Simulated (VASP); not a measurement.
**Lu: cell size against the level of theory**

Which functional gives the lattice of Lu as experiment finds it, and is a dearer one worth its cost? The levels: PBE, LDA, r2SCAN and PBE + D3(BJ). LASPH is on for some levels and off for others; the table marks which. The start is a cell from a database of measured crystal structures.

Main program and level: VASP 6.6.1; PBE, 4f electrons in the core; plane waves and PAW (Lu_3), in the first sound run; inputs show where later runs differ.

This is a report of a sequence of runs, with most program output left out.

**1. The starting structure**

Before any relaxation, the start is as follows. The structure is hexagonal, space group P6_3/mmc (No. 194). Conventional cell: a = 3.518 Å, b = 3.518 Å, c = 5.580 Å, α = 90.00°, β = 90.00°, γ = 120.00°. Nearest to Lu lie 12 Lu at 3.45 to 3.52 Å.

**2. Relaxation with PBE**

The start need not lie at this functional's minimum. ISIF = 3 frees volume, shape and positions, and EDIFFG sets the threshold on forces and stress at which the search stops. PBE, the usual starting point, adds the gradient of the density.

INCAR

```
SYSTEM = Lu
PREC = Accurate
ENCUT = 520
EDIFF = 1E-06
NELM = 100
ISMEAR = -1
SIGMA = 0.05
LREAL = .FALSE.
ALGO = Normal
GGA = PE
NBANDS = 15
LORBIT = 11
LWAVE = .FALSE.
LCHARG = .FALSE.
KPAR = 2
IBRION = 2
NSW = 60
ISIF = 3
EDIFFG = -0.01
```

POSCAR

```
Lu
1.0
    3.5176000000      0.0000000000      0.0000000000
   -1.7588000000      3.0463309604      0.0000000000
    0.0000000000      0.0000000000      5.5805000000
Lu
2
Direct
    0.3333333333      0.6666666667      0.2500000000
    0.6666666667      0.3333333333      0.7500000000
```

KPOINTS

```
Automatic mesh
0
Gamma
6 6 4
0 0 0
```

The projector-augmented-wave data sets are Lu_3 (PBE family, release 64).

Started as:

```console
$ mpirun -np 2 vasp_std
```

Run time: 23 s. Hardware: 2 MPI ranks of Intel Xeon Platinum 8559C (Emerald Rapids), shared host; peak memory 0.34 GiB.

The data set Lu_3 holds the 4f electrons frozen in the core, so no f bands or f moments appear. The k-mesh is coarse for a metal. The run keeps the 24 symmetry operations of its start, so it cannot find a distortion of lower symmetry.

Step by step:

| step | energy less that of the first step (eV) | largest force (eV/Å) | pressure (GPa) | volume (Å³) |
| --- | --- | --- | --- | --- |
| 1 | 0.0000 | 0.0000 | -0.77 | 59.80 |
| 2 | -0.0076 | 0.0000 | 0.17 | 58.57 |
| 3 | -0.0077 | 0.0000 | 0.30 | 58.42 |
| 4 | -0.0085 | 0.0000 | 0.03 | 58.74 |
| 5 | -0.0085 | 0.0000 | 0.00 | 58.74 |

| conventional cell, symmetrised | before | after | change |
| --- | --- | --- | --- |
| a (Å) | 3.518 | 3.526 | +0.2 % |
| b (Å) | 3.518 | 3.526 | +0.2 % |
| c (Å) | 5.580 | 5.455 | -2.2 % |
| volume (Å³/atom) | 29.90 | 29.37 | -1.8 % |

Final coordinates:

```cif
data_structure
_symmetry_space_group_name_H-M 'P 1'
_symmetry_Int_Tables_number 1
_cell_length_a 3.5260
_cell_length_b 3.5260
_cell_length_c 5.4552
_cell_angle_alpha 90.000
_cell_angle_beta 90.000
_cell_angle_gamma 120.000
_cell_volume 58.74
loop_
_atom_site_label
_atom_site_type_symbol
_atom_site_fract_x
_atom_site_fract_y
_atom_site_fract_z
_atom_site_occupancy
Lu1 Lu 0.33333 0.66667 0.25000 1
Lu2 Lu 0.66667 0.33333 0.75000 1
```

This step gave:

| Quantity | Value |
| --- | --- |
| electrons | 18 |
| bands | 15 |
| irreducible k-points | 21 |
| symmetry operations | 24 |
| free energy (TOTEN) | -8.945 eV |
| energy at zero smearing | -8.935 eV |
| Fermi energy | 2.819 eV |
| pressure | -0.004484 GPa |
| metallic | yes |
| SCF cycles over all ionic steps | 33 |

It ends with forces that vanish by symmetry and a pressure of 0.00 GPa. The volume lies -1.8 % from that of the database's start, which holds the thermal and zero-point expansion of its experiment. The conventional cell has a = 3.526 and c = 5.455 Å. Against its usual tendency, PBE gives a cell smaller than the listed one.

**3. Relaxation with LDA**

This step: LDA, 4f electrons in the core; plane waves and PAW (Lu_3) (VASP 6.6.1).

LDA, the lowest rung, knows the local density alone.

INCAR: that of step 2 with these lines changed.

```diff
@@ -9,3 +9,3 @@
 ALGO = Normal
-GGA = PE
+GGA = CA
 NBANDS = 15
```

POSCAR is that of step 2.

KPOINTS is that of step 2.

Started as:

```console
$ mpirun -np 2 vasp_std
```

It took 37 s on 2 MPI ranks; peak memory 0.31 GiB; 71 s of CPU time.

The PAW data sets were made with PBE, a small mismatch for LDA. After so large a change of volume the plane waves of the start cell no longer fit, so the final stress carries a basis-set error.

Step by step:

| step | energy less that of the first step (eV) | largest force (eV/Å) | pressure (GPa) | volume (Å³) |
| --- | --- | --- | --- | --- |
| 1 | 0.0000 | 0.0000 | -5.39 | 59.80 |
| 2 | -0.1184 | 0.0000 | 1.85 | 51.51 |
| 3 | -0.1271 | 0.0000 | 0.14 | 53.05 |
| 4 | -0.1270 | 0.0000 | 0.00 | 53.18 |
| 5 | -0.1287 | 0.0000 | -0.06 | 53.24 |
| 6 | -0.1289 | 0.0000 | -0.09 | 53.27 |
| 7 | -0.1289 | 0.0000 | -0.09 | 53.27 |
| 8 | -0.1289 | 0.0000 | -0.09 | 53.26 |
| 9 | -0.1289 | 0.0000 | 0.03 | 53.14 |

| conventional cell, symmetrised | before | after | change |
| --- | --- | --- | --- |
| a (Å) | 3.518 | 3.415 | -2.9 % |
| b (Å) | 3.518 | 3.415 | -2.9 % |
| c (Å) | 5.580 | 5.263 | -5.7 % |
| volume (Å³/atom) | 29.90 | 26.57 | -11.1 % |

Final coordinates:

```xyz
2
Lattice="3.4148 0.0000 0.0000 -1.7074 2.9573 0.0000 0.0000 0.0000 5.2625" Properties=species:S:1:pos:R:3 pbc="T T T"
Lu    0.0000    1.9715    1.3156
Lu    1.7074    0.9858    3.9469
```

Numbers from this step:

| Quantity | Value |
| --- | --- |
| free energy (TOTEN) | -10.21 eV |
| energy at zero smearing | -10.20 eV |
| Fermi energy | 3.013 eV |
| pressure | 0.03120 GPa |
| SCF cycles over all ionic steps | 54 |

It ends at 26.57 Å³/atom, -11.1 % from the start, with 0.03 GPa left. The conventional cell has a = 3.415 and c = 5.263 Å.

**4. Relaxation with r2SCAN**

This step: r2SCAN, 4f electrons in the core; plane waves and PAW (Lu_3) (VASP 6.6.1).

r2SCAN adds the kinetic-energy density, costs more than a GGA and is run with LASPH.

INCAR: that of step 3 with these lines changed.

```diff
@@ -9,3 +9,4 @@
 ALGO = Normal
-GGA = CA
+METAGGA = R2SCAN
+LASPH = .TRUE.
 NBANDS = 15
```

POSCAR is that of step 3.

KPOINTS is that of step 3.

Started as:

```console
$ mpirun -np 2 vasp_std
```

Run time: 3 min. Hardware: 2 MPI ranks; peak memory 0.37 GiB.

The PAW data sets were made with PBE, which is usual practice but a small mismatch for other functionals.

Relaxation path:

| step | energy less that of the first step (eV) | largest force (eV/Å) | pressure (GPa) | volume (Å³) |
| --- | --- | --- | --- | --- |
| 1 | 0.0000 | 0.0000 | -1.05 | 59.80 |
| 2 | -0.0082 | 0.0000 | 0.21 | 58.11 |
| 3 | -0.0082 | 0.0000 | 0.37 | 57.92 |
| 4 | -0.0104 | 0.0000 | 0.24 | 58.00 |
| 5 | -0.0104 | 0.0000 | 0.24 | 57.99 |
| 6 | -0.0107 | 0.0000 | -0.08 | 58.37 |
| 7 | -0.0107 | 0.0000 | -0.04 | 58.32 |
| 8 | -0.0107 | 0.0000 | 0.00 | 58.27 |

| conventional cell, symmetrised | before | after | change |
| --- | --- | --- | --- |
| a (Å) | 3.518 | 3.519 | +0.0 % |
| b (Å) | 3.518 | 3.519 | +0.0 % |
| c (Å) | 5.580 | 5.434 | -2.6 % |
| volume (Å³/atom) | 29.90 | 29.13 | -2.6 % |

Final coordinates:

```xyz
2
Lattice="3.5187 0.0000 0.0000 -1.7593 3.0473 0.0000 0.0000 0.0000 5.4343" Properties=species:S:1:pos:R:3 pbc="T T T"
Lu    0.0000    2.0315    1.3586
Lu    1.7593    1.0158    4.0757
```

It ends at 29.13 Å³/atom, -2.6 % from the start, with 0.00 GPa left. The conventional cell has a = 3.519 and c = 5.434 Å.

**5. Relaxation with PBE + D3(BJ)**

This step: PBE with D3(BJ), 4f electrons in the core; plane waves and PAW (Lu_3) (VASP 6.6.1).

A dispersion term adds the long-range attraction that semilocal functionals lack. D3 with Becke-Johnson damping keeps a finite attraction at short range.

INCAR: that of step 4 with these lines changed.

```diff
@@ -9,4 +9,4 @@
 ALGO = Normal
-METAGGA = R2SCAN
-LASPH = .TRUE.
+GGA = PE
+IVDW = 12
 NBANDS = 15
```

POSCAR is that of step 4.

KPOINTS is that of step 4.

Started as:

```console
$ mpirun -np 2 vasp_std
```

Elapsed: 39 s, on 2 MPI ranks; peak memory 0.37 GiB.

Dispersion corrections of this kind ignore metallic screening and tend to overbind metals.

The steps of the relaxation:

| step | energy less that of the first step (eV) | largest force (eV/Å) | pressure (GPa) | volume (Å³) |
| --- | --- | --- | --- | --- |
| 1 | 0.0000 | 0.0000 | -2.67 | 59.80 |
| 2 | -0.0331 | 0.0000 | 0.79 | 55.58 |
| 3 | -0.0345 | 0.0000 | 0.20 | 56.24 |
| 4 | -0.0345 | 0.0000 | 0.12 | 56.31 |
| 5 | -0.0360 | 0.0000 | 0.03 | 56.40 |
| 6 | -0.0361 | 0.0000 | -0.02 | 56.43 |

| conventional cell, symmetrised | before | after | change |
| --- | --- | --- | --- |
| a (Å) | 3.518 | 3.480 | -1.1 % |
| b (Å) | 3.518 | 3.480 | -1.1 % |
| c (Å) | 5.580 | 5.379 | -3.6 % |
| volume (Å³/atom) | 29.90 | 28.22 | -5.6 % |

Final coordinates:

```
Lu
1.0
     3.48039    0.00000    0.00000
    -1.74020    3.01411    0.00000
     0.00000    0.00000    5.37948
Lu
2
Cartesian
  0.0000 2.0094 1.3449
  1.7402 1.0047 4.0346
```

It ends at 28.22 Å³/atom, -5.6 % from the start, with -0.02 GPa left. The conventional cell has a = 3.480 and c = 5.379 Å. Against plain PBE, the dispersion term moves a by -1.3 % and c by -1.4 %.

**6. The cells as a table**

This step: relaxed cells at several levels; plane waves and PAW (VASP 6.6.1).

Derived from the runs above.

Lengths are those of the conventional cell; cost is the wall time of each run, as given at its step, times its ranks, without the set-up around it; LASPH differs between rows, which moves results and costs too. Results by level, by row:

| level | volume (Å³/atom) | change from the start (%) | a (Å) | c (Å) | cost (core minutes) | LASPH |
| --- | --- | --- | --- | --- | --- | --- |
| PBE | 29.37 | -1.8 | 3.526 | 5.455 | 0.767 | off |
| LDA | 26.57 | -11.1 | 3.415 | 5.263 | 1.23 | off |
| r2SCAN | 29.13 | -2.6 | 3.519 | 5.434 | 6.03 | on |
| PBE + D3(BJ) | 28.22 | -5.6 | 3.48 | 5.379 | 1.3 | off |

**7. What came out**

| Property | Result |
| --- | --- |
| volume, PBE | 29.37 Å³/atom |
| volume, LDA | 26.57 Å³/atom |
| volume, r2SCAN | 29.13 Å³/atom |
| volume, PBE + D3(BJ) | 28.22 Å³/atom |

In words: For Lu the levels give volumes between 26.57 Å³/atom (LDA) and 29.37 Å³/atom (PBE), a spread of 10.5 %, while the cost of the finished runs spans a factor of 7.9. Against the volume of the start, a cell from experiment, PBE comes nearest (-1.8 %) and LDA lies farthest (-11.1 %); thermal expansion is in that cell alone. Within 2 % of it: PBE. The costs hold the number of ionic steps as well as the price of the functional. Against the listed lengths the levels give a from -2.9 % to +0.2 % and c from -5.7 % to -2.2 %. Adding D3(BJ) to PBE changes the volume by -3.9 % (a by -1.3 % and c by -1.4 %). Pairwise corrections of the D and TS kind ignore the screening in a metal, so they may overbind here. Within 0.02 Å all end in space group P6_3/mmc; the runs can't lower the symmetry of the start. The k-sampling is coarse for a metal, so the Fermi level, pressures and the shape of the cell carry errors. LASPH is on for some levels and off for others, so differences between them are not the functional's alone. Each is a single relaxation on the plane waves of the start cell, so larger changes of volume carry a basis-set error that was not tested here. Zero-point and thermal expansion are not included.

[Lines on the potential files, build, host, timing and source positions are cut from VASP's logs without a mark.]

[Logs are printed without paths, hosts, clocks, repeated set-up lines and the standing remarks that a program may print on its own settings, such as how far it seeks lower states.]

[Hosts, paths, dates, database ids (printed as entryN), source tags and the programs' standing remarks are cut or masked in the printed files.]

[A measured line is paired with the nearest computed mode of its activity, which favours agreement.]
